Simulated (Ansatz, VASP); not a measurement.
# Cross-check of Zr (linear Zr chain) between VASP and Ansatz, part 2 of 2

Aim: how closely do two programs agree when they are given the same cell, functional and k mesh? The cell is taken from a series of runs on this material, whose earlier steps may have relaxed, scaled, displaced or heated it; both programs get it as it stands.

VASP 6.6.1 and Ansatz 0.2.0.

So far: The structure; Ansatz: single point, PBE; VASP: single point, PBE; Differences; Ansatz: single point, RPBE.

### 6. VASP: single point, RPBE

Level of this step: RPBE, spin-polarised from a ferromagnetic start; plane waves and PAW (Zr_sv) (VASP).

The same cell, functional, mesh and smearing now go to VASP, with its own data sets.

INCAR

```
SYSTEM = Zr
PREC = Accurate
ENCUT = 400
EDIFF = 1E-06
NELM = 200
ISMEAR = -1
SIGMA = 0.05
LREAL = .FALSE.
ALGO = Normal
GGA = RP
NBANDS = 13
ISPIN = 2
MAGMOM = 0.21
LASPH = .TRUE.
LMAXMIX = 4
LORBIT = 11
LWAVE = .FALSE.
LCHARG = .FALSE.
ISIF = 2
GGA_COMPAT = .FALSE.
KPAR = 2
```

POSCAR

```
Zr
1.0
    7.5000000000      0.0000000000      0.0000000000
    0.0000000000      7.5000000000      0.0000000000
    0.0000000000      0.0000000000      2.5682940468
Zr
1
Direct
    0.5000000000      0.5000000000      0.0000000000
```

KPOINTS

```
Automatic mesh
0
Gamma
1 1 32
0 0 0
```

PAW data sets: Zr_sv (PBE family, release 64).

Launch:

```
> mpirun -np 2 vasp_std
```

Numbers of over 12 decimals in the logs are rounded to 6 here.

What it wrote:

```text
[banner, memory and clock lines left out]
running    2 mpi-ranks, on    1 nodes
[...]
|                                                                             |
|               ----> ADVICE to this user running VASP <----                  |
|                                                                             |
|     You enforced a specific xc type in the INCAR file but a different       |
|     [... a line on the potential file left out ...]
|     I HOPE YOU KNOW WHAT YOU ARE DOING!                                     |
|                                                                             |

 LDA part: xc-table for (Slater+PW92), standard interpolation
 POSCAR, INCAR and KPOINTS ok, starting setup
[...]
entering main loop
       N       E                     dE             d eps       ncg     rms          rms(c)
DAV:   1     0.371555533295E+02    0.37156E+02   -0.56159E+03  1332   0.547E+02
DAV:   2    -0.734892002925E+00   -0.37890E+02   -0.35371E+02  1305   0.143E+02
DAV:   3    -0.509089031867E+01   -0.43560E+01   -0.42076E+01  1487   0.277E+01
DAV:   4    -0.521032382870E+01   -0.11943E+00   -0.11911E+00  1107   0.511E+00
[...]
DAV:  23    -0.465568905447E+01    0.21390E-05   -0.25896E-05   836   0.238E-02    0.153E-04
DAV:  24    -0.465568795682E+01    0.10976E-05   -0.84165E-06   856   0.136E-02    0.921E-05
DAV:  25    -0.465568780865E+01    0.14817E-06   -0.26706E-06   866   0.731E-03
   1 F= -.46556878E+01 E0= -.46447231E+01  d E =-.219294E-01  mag=     0.4962
```

OUTCAR, selected parts (step 6):

```text
  Total       -0.4582951     -0.4582951      0.0167458      0.0000000      0.0000000      0.0000000
  in kB       -5.0826299     -5.0826299      0.1857160      0.0000000      0.0000000      0.0000000
  external PRESSURE =      -3.3265146 kB  Pullay stress =       0.0000000 kB

 POSITION                                       TOTAL-FORCE (eV/Angst)
 -----------------------------------------------------------------------------------
      3.75000      3.75000      0.00000         0.000000      0.000000      0.000000
 -----------------------------------------------------------------------------------
    total drift:                                0.000000     -0.000000     -0.000000

  FREE ENERGIE OF THE ION-ELECTRON SYSTEM (eV)
  ---------------------------------------------------
  free  energy   TOTEN  =        -4.6556878086 eV

  energy  without entropy=       -4.6337583953  energy(sigma->0) =       -4.64472310

 magnetization (x)
# of ion       s       p       d       tot
------------------------------------------
    1        0.009   0.002   0.261   0.271

[... 1 part as in an earlier step ...]

[... 2 further parts left out ...]
[key lines of the parts left out:]
E-fermi :  -1.3029
```

### 7. Side by side

What differs besides the data sets and the points named for the pairs above, as far as they apply: Ansatz makes its cores anew for this functional, VASP keeps those of its PBE data sets. Total energies have different zeros and are not compared.

Both answers:

```csv
quantity,Ansatz,VASP,difference
total moment (μB),0.49,0.50,-0.01
moment on Zr1 (μB),0.20,0.27,-0.07
```

### 8. Ansatz: single point, PBEsol

With cell and atoms fixed, the geometry can't cause a difference; cores, projectors, grids and the points listed under the comparison can. The cell compared in this pair holds 140.55 Å³, against 144.47 Å³ for the pair before.

The cell is taken from a series of runs on this material, whose earlier steps may have relaxed, scaled, displaced or heated it; both programs get it as it stands.

input.yaml

```yaml
crystal:
  lattice:
    - [7.5, 0.0, 0.0]
    - [0.0, 7.5, 0.0]
    - [0.0, 0.0, 2.4986834328]
  atoms:
    - { symbol: Zr, position: [0.5, 0.5, 0.0], spin: 0.26 }
magnetization:
  spin_polarized: true
kpoints:
  mp_grid: { grid: [1, 1, 33] }
  band_path: { path: ["Γ", Z], npoints: 60 }
scf:
  occupations: { method: fermi_dirac, width: 0.05 }
hamiltonian:
  xc: pbesol
output:
  transmission:
    e_range: [-2, 2]
    de: 0.035
    kmesh: [1, 1]
    reduced_basis: true
    leads: [[0, 0]]
  dos: { projected: true, e_range: [-6, 4] }
```

Launch:

```
> ansatz run input.yaml --threads 4 --pin off --max-ram 8192MiB --backend cpu --events-out ev --progress --plain --runs-dir out
```

What it wrote:

```text
[...]
Crystal: 1 atoms, lattice volume = 140.551 Å³
Basis set: ecut = 420 eV, 2753 PW (Γ)
Bands: 11, of which v1, the nominal top of the filled ones, is band 6 counted from 1 (5 counted from 0)
Symmetry: 16 space group operations
[...]
k-points: 17 of 33
[...]
Starting moments: Σ|m| = 0.26 μB on 1 of 1 site
[...]
--- Transmission ---
  basis      : 497 plane waves across, 4 finite elements along
  points     : 1, standing for a mesh of 1 x 1
[...]
crystal 0  : Zr1, at the sites [0, 0], period 2.4987 Å: whole cells are its period
[...]
filled         : 3.2 meV over the level at which it is neutral
    channels       : 6.000000e0 up, 4.000000e0 down
[...]
[key lines of the parts left out:]
SCF converged after 11 iterations
Magnetization: 0.6351 μB (6.3175 up, 5.6825 down)
Free energy (F): -4124.716981 eV
Fermi energy:    -0.662050 eV
```

### 9. VASP: single point, PBEsol

The same cell, functional, mesh and smearing now go to VASP, with its own data sets.

Edit INCAR of step 6 so:

```diff
@@ -9,6 +9,6 @@
 ALGO = Normal
-GGA = RP
+GGA = PS
 NBANDS = 13
 ISPIN = 2
-MAGMOM = 0.21
+MAGMOM = 0.25
 LASPH = .TRUE.
```

Edit POSCAR of step 6 so:

```diff
@@ -4,3 +4,3 @@
     0.0000000000      7.5000000000      0.0000000000
-    0.0000000000      0.0000000000      2.5682940468
+    0.0000000000      0.0000000000      2.4986834328
 Zr
```

KPOINTS

```
Automatic mesh
0
Gamma
1 1 33
0 0 0
```

Launch:

```
> mpirun -np 2 vasp_std
```

What it wrote:

```text
[banner, memory and clock lines left out]
running    2 mpi-ranks, on    1 nodes
[...]
[... a notice as in an earlier step ...]

 LDA part: xc-table for (Slater+PW92), standard interpolation
 POSCAR, INCAR and KPOINTS ok, starting setup
[...]
entering main loop
       N       E                     dE             d eps       ncg     rms          rms(c)
DAV:   1     0.381489057313E+02    0.38149E+02   -0.56167E+03  1348   0.545E+02
DAV:   2    -0.105707827224E+01   -0.39206E+02   -0.36542E+02  1277   0.144E+02
DAV:   3    -0.573983465921E+01   -0.46828E+01   -0.44858E+01  1582   0.275E+01
DAV:   4    -0.583574588592E+01   -0.95911E-01   -0.95412E-01  1093   0.479E+00
[...]
DAV:  18    -0.516075139280E+01   -0.14150E-04   -0.13736E-05  1132   0.118E-02    0.177E-03
DAV:  19    -0.516075276648E+01   -0.13737E-05   -0.12136E-06   966   0.431E-03    0.108E-03
DAV:  20    -0.516075321831E+01   -0.45183E-06   -0.33644E-07   845   0.244E-03
   1 F= -.51607532E+01 E0= -.51509312E+01  d E =-.196440E-01  mag=     0.6431
```

Parts of OUTCAR (step 9):

```text
  Total       -0.4779764     -0.4779764     -0.0169308      0.0000000      0.0000000      0.0000000
  in kB       -5.4485788     -5.4485788     -0.1929990      0.0000000      0.0000000      0.0000000
  external PRESSURE =      -3.6967189 kB  Pullay stress =       0.0000000 kB

  FREE ENERGIE OF THE ION-ELECTRON SYSTEM (eV)
  ---------------------------------------------------
  free  energy   TOTEN  =        -5.1607532183 eV

  energy  without entropy=       -5.1411092574  energy(sigma->0) =       -5.15093124

 magnetization (x)
# of ion       s       p       d       tot
------------------------------------------
    1        0.012   0.004   0.336   0.352

[... 2 parts as in an earlier step ...]

[... 2 further parts left out ...]
[key lines of the parts left out:]
E-fermi :  -1.4942
```

### 10. Side by side

Both answers:

```csv
quantity,Ansatz,VASP,difference
total moment (μB),0.64,0.64,-0.01
moment on Zr1 (μB),0.25,0.35,-0.10
```

### 11. Summary of results

```yaml
difference_in_total_moment_single_point_pbe: -0.0088 μB
difference_in_total_moment_single_point_rpbe: -0.0056 μB
difference_in_total_moment_single_point_pbesol: -0.0080 μB
```

**Reading.** The difference in total moment is -0.0088 μB (single point, PBE). 3 further runs of this series are not shown here. How closely two codes agree says nothing of how well the functional describes the real material.

[Lines on the potential files, build, host, timing and source positions are cut from VASP's logs without a mark.]

[Logs are printed without paths, hosts, clocks, repeated set-up lines and the standing remarks that a program may print on its own settings, such as how far it seeks lower states.]

[Hosts, paths, dates, database ids (printed as entryN), source tags and the programs' standing remarks are cut or masked in the printed files.]
